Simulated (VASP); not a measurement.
Input for VASP

INCAR:
```
ALGO=Normal
EDIFF=1E-6
ENCUT=400
GGA=PE
ISIF=2
ISMEAR=1
LASPH=T
LCHARG=F
LDAU=T
LDAUJ=0 0
LDAUL=-1 2
LDAUPRINT=1
LDAUTYPE=2
LDAUU=0 3.0
LMAXMIX=4
LORBIT=10
LREAL=F
LWAVE=F
NELM=100
PREC=Accurate
SIGMA=0.1
SYSTEM=MoSi2
```

**POSCAR**
```
MoSi2
4.6088360
 -0.3562843199   0.3545713061   0.8644885607
  0.3562843199  -0.3545713061   0.8644885607
  0.3562843199   0.3545713061  -0.8644885607
Si Mo
2 1
Cart
  0.0000000000  -0.0000000000   1.1497697857
 -0.0000000000  -0.0000000000   0.5792073356
  0.0063717888  -0.0000000000   0.0000000000
```

File KPOINTS:
```
Automatic mesh
0
Gamma
12 12 12
0 0 0
```

POTCAR, in this order: Si Mo_sv (PBE.64 set). Program: vasp_std.

Translate this PBE+U calculation to Ansatz.

One equivalent input (not run):
Ansatz 0.2 input:
```yaml
crystal:
  lattice:
    - [-1.6420560, 1.6341610, 3.9842860]
    - [1.6420560, -1.6341610, 3.9842860]
    - [1.6420560, 1.6341610, -3.9842860]
  atoms:
    - { symbol: Si, position: [0.6650000, 0.6650000, 0.0000000] }
    - { symbol: Si, position: [0.3350000, 0.3350000, 0.0000000] }
    - { symbol: Mo, position: [0.0000000, 0.0089420, 0.0089420] }
kpoints:
  mp_grid: { grid: [12, 12, 12] }
hamiltonian:
  xc: pbe
  pseudopotentials: { kind: paw }
  hubbard:
    sites:
      - { species: Mo, l: d, u_eff: 3 }
scf:
  occupations: { method: methfessel_paxton, width: 0.1 }
  max_iter: 100
output: { forces: true, stress: true, eigenvalues: true }
```
What does not carry over: each code has its own PAW files, so the cut-off isn't converted (ENCUT is set for VASP's; basis.ecutwfc is left out, and Ansatz then takes the one that its files recommend); Ansatz stops its SCF on the density residual and VASP on the energy change (EDIFF); the +U projectors differ, so the same U acts differently.

The compound is MoSi2 in the MoSi2 type structure. The cell was not relaxed at this level. The run is one of a series of settings (LDAU = .TRUE., LDAUJ = 0 0, LDAUL = -1 2, LDAUTYPE = 2, LDAUU = 0 3.0 against the base run), some of them coarse on purpose.
